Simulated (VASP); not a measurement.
VASP ran on this input.

**POSCAR**
```
PbF2
1
    0.0000000000     2.9700000000     2.9700000000
    2.9700000000     0.0000000000     2.9700000000
    2.9700000000     2.9700000000     0.0000000000
Pb F
1 2
Direct
  0.0000000000   0.0000000000   0.0000000000
  0.2500000000   0.2500000000   0.2500000000
  0.7500000000   0.7500000000   0.7500000000
```

**INCAR**
```
SYSTEM = PbF2
PREC = Accurate
ENCUT = 520
EDIFF = 1E-6
NELM = 100
ALGO = Normal
LREAL = .FALSE.
LASPH = .TRUE.
ISMEAR = 0
SIGMA = 0.05
LMAXMIX = 4
LWAVE = .FALSE.
LCHARG = .FALSE.
ISIF = 2
METAGGA = R2SCAN
LEPSILON = .TRUE.
```

### KPOINTS
```
Automatic mesh
0
Gamma
5 5 5
0 0 0
```

POTCAR, in this order: Pb_d F (PBE.64 set). Program: vasp_std.

**Question.** What happens when VASP runs on this input?

**Answer.** There is a fault: LEPSILON was set with a meta-GGA. VASP stops with an error: You have switched on METAGGA and linear-response routines. This combination is currently not supported. If you have selected LEPSILON=.TRUE., you can try using LCALCEPS=.TRUE. instead. In all other cases, VASP will stop. SOOO sorry... ----> I REFUSE TO CONTINUE WITH THIS SICK JOB ... BYE!!! <----

standard output:
```
 POSCAR found type information on POSCAR PbF
 POSCAR found :  2 types and       3 ions
 Reading from existing POTCAR
 Reading from existing POTCAR

 -----------------------------------------------------------------------------
|                                                                             |
|               ----> ADVICE to this user running VASP <----                  |
|                                                                             |
|     You enforced a specific xc type in the INCAR file but a different       |
|     type was found in the POTCAR file.                                      |
|     I HOPE YOU KNOW WHAT YOU ARE DOING!                                     |
|                                                                             |
 -----------------------------------------------------------------------------

 LDA part: xc-table for (None), standard interpolation
 POSCAR, INCAR and KPOINTS ok, starting setup
 WAVECAR not read
 entering main loop
       N       E                     dE             d eps       ncg     rms          rms(c)
DAV:   1     0.247953638424E+03    0.24795E+03   -0.15381E+04   360   0.181E+03
DAV:   2    -0.516090921471E+02   -0.29956E+03   -0.28982E+03   402   0.465E+02
DAV:   3    -0.794158614168E+02   -0.27807E+02   -0.27579E+02   438   0.153E+02
DAV:   4    -0.801895400415E+02   -0.77368E+00   -0.77277E+00   408   0.270E+01
DAV:   5    -0.802126325178E+02   -0.23092E-01   -0.23092E-01   406   0.493E+00    0.697E+00
DAV:   6    -0.700707990889E+02    0.10142E+02   -0.57215E+00   430   0.373E+01    0.225E+00
DAV:   7    -0.701358284655E+02   -0.65029E-01   -0.11331E+00   380   0.872E+00    0.196E+00
DAV:   8    -0.701761880694E+02   -0.40360E-01   -0.40985E-01   456   0.658E+00    0.917E-01
DAV:   9    -0.701606382424E+02    0.15550E-01   -0.12455E-01   428   0.301E+00    0.216E-01
DAV:  10    -0.701625369209E+02   -0.18987E-02   -0.28504E-02   414   0.164E+00    0.341E-01
DAV:  11    -0.701613291401E+02    0.12078E-02   -0.14906E-02   500   0.990E-01    0.706E-02
DAV:  12    -0.701612538977E+02    0.75242E-04   -0.50295E-04   372   0.200E-01    0.344E-02
DAV:  13    -0.701612362550E+02    0.17643E-04   -0.24556E-04   374   0.139E-01    0.158E-02
DAV:  14    -0.701612342222E+02    0.20328E-05   -0.82962E-06   368   0.305E-02    0.858E-03
DAV:  15    -0.701612329901E+02    0.12321E-05   -0.74911E-06   374   0.235E-02    0.371E-04
DAV:  16    -0.701612329981E+02   -0.79940E-08   -0.28043E-07   182   0.439E-03
   1 F= -.70161233E+02 E0= -.70161233E+02  d E =-.143798E-11

 -----------------------------------------------------------------------------
|                                                                             |
|     EEEEEEE  RRRRRR   RRRRRR   OOOOOOO  RRRRRR      ###     ###     ###     |
|     E        R     R  R     R  O     O  R     R     ###     ###     ###     |
|     E        R     R  R     R  O     O  R     R     ###     ###     ###     |
|     EEEEE    RRRRRR   RRRRRR   O     O  RRRRRR       #       #       #      |
|     E        R   R    R   R    O     O  R   R                               |
|     E        R    R   R    R   O     O  R    R      ###     ###     ###     |
|     EEEEEEE  R     R  R     R  OOOOOOO  R     R     ###     ###     ###     |
|                                                                             |
|     You have switched on METAGGA and linear-response routines. This         |
|     combination is currently not supported. If you have selected            |
|     LEPSILON=.TRUE., you can try using LCALCEPS=.TRUE. instead. In all      |
|     other cases, VASP will stop. SOOO sorry...                              |
|                                                                             |
|       ---->  I REFUSE TO CONTINUE WITH THIS SICK JOB ... BYE!!! <----       |
|                                                                             |
 -----------------------------------------------------------------------------
```

To mend it, use a GGA with LEPSILON, or finite fields (LCALCEPS) with the meta-GGA. The plain static run on this cell (PBE GGA, plane waves, VASP's PBE PAW potentials (set 64)) converges, and its OSZICAR ends with
```
   1 F= -.14339228E+02 E0= -.14339228E+02  d E =-.521409E-17
```

The compound is PbF2 in the fluorite structure, the β form. The cell was not relaxed at this level.
